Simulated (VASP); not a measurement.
OSZICAR of a VASP run on Si (diamond):

File OSZICAR:
```
       N       E                     dE             d eps       ncg     rms          rms(c)
DAV:   1     0.715877277411E+01    0.71588E+01   -0.32724E+03   464   0.805E+02
DAV:   2    -0.126897685342E+02   -0.19849E+02   -0.18880E+02   664   0.117E+02
DAV:   3    -0.133034858714E+02   -0.61372E+00   -0.50982E+00   712   0.184E+01
DAV:   4    -0.133067103919E+02   -0.32245E-02   -0.32245E-02   752   0.150E+00
DAV:   5    -0.133067253307E+02   -0.14939E-04   -0.14939E-04   648   0.664E-02    0.760E+00
DAV:   6    -0.133953683529E+02   -0.88643E-01   -0.76861E+00   512   0.319E+01    0.481E+00
DAV:   7    -0.134316290998E+02   -0.36261E-01   -0.90928E-02   728   0.306E+00    0.279E+00
DAV:   8    -0.129755494117E+02    0.45608E+00   -0.15125E+00   472   0.142E+01    0.428E-01
DAV:   9    -0.134147524537E+02   -0.43920E+00   -0.92064E-01   464   0.108E+01    0.123E-01
DAV:  10    -0.134213853464E+02   -0.66329E-02   -0.47526E-02   592   0.235E+00    0.685E-02
DAV:  11    -0.134238762053E+02   -0.24909E-02   -0.12944E-03   560   0.513E-01    0.664E-02
DAV:  12    -0.134260450579E+02   -0.21689E-02   -0.24321E-03   520   0.601E-01    0.291E-02
DAV:  13    -0.134268976652E+02   -0.85261E-03   -0.99467E-04   496   0.502E-01    0.204E-02
DAV:  14    -0.134269762287E+02   -0.78564E-04   -0.39320E-05   608   0.918E-02    0.921E-03
DAV:  15    -0.134269823962E+02   -0.61675E-05   -0.18173E-06   600   0.193E-02    0.710E-03
DAV:  16    -0.134269816179E+02    0.77828E-06   -0.14439E-06   552   0.187E-02
   1 F= -.13426982E+02 E0= -.13426982E+02  d E =-.134270E+02
       N       E                     dE             d eps       ncg     rms          rms(c)
DAV:   1    -0.134270374007E+02   -0.55005E-04   -0.86785E-03   536   0.548E-01    0.116E-01
DAV:   2    -0.134272061413E+02   -0.16874E-03   -0.96167E-05   616   0.887E-02    0.657E-02
DAV:   3    -0.134270453140E+02    0.16083E-03   -0.48580E-04   528   0.114E-01    0.392E-02
DAV:   4    -0.134271167806E+02   -0.71467E-04   -0.99803E-05   496   0.597E-02    0.188E-02
DAV:   5    -0.134271118839E+02    0.48967E-05   -0.11457E-05   560   0.286E-02    0.237E-02
DAV:   6    -0.134271145328E+02   -0.26489E-05   -0.19967E-05   496   0.335E-02    0.183E-03
DAV:   7    -0.134271152397E+02   -0.70696E-06   -0.55504E-07   280   0.850E-03
   2 F= -.13427115E+02 E0= -.13427115E+02  d E =-.133622E-03
       N       E                     dE             d eps       ncg     rms          rms(c)
DAV:   1    -0.134271703654E+02   -0.55833E-04   -0.10732E-03   536   0.193E-01    0.413E-02
DAV:   2    -0.134271950320E+02   -0.24667E-04   -0.12282E-05   624   0.315E-02    0.233E-02
DAV:   3    -0.134271777587E+02    0.17273E-04   -0.61087E-05   520   0.411E-02    0.139E-02
DAV:   4    -0.134271874995E+02   -0.97408E-05   -0.13072E-05   488   0.221E-02    0.661E-03
DAV:   5    -0.134271880115E+02   -0.51196E-06   -0.20522E-06   376   0.130E-02
   3 F= -.13427188E+02 E0= -.13427188E+02  d E =-.206394E-03
```

Task: Which electronic solver shows in the log?

Result: It is blocked Davidson (ALGO = Normal, or the opening steps of other solvers). The INCAR had ALGO = Normal.

Task: Can the final energy be trusted as converged?

Result: Self-consistency was reached. It stopped with EDIFF = 1E-6, NELM = 100, NSW = 60 and EDIFFG = -0.01 after 3 ionic steps (revTPSS meta-GGA, plane waves, VASP's PBE PAW potentials (set 64)).

The compound is Si in the diamond structure. This run relaxes it. Symmetry was kept, so distortions that lower it aren't found.
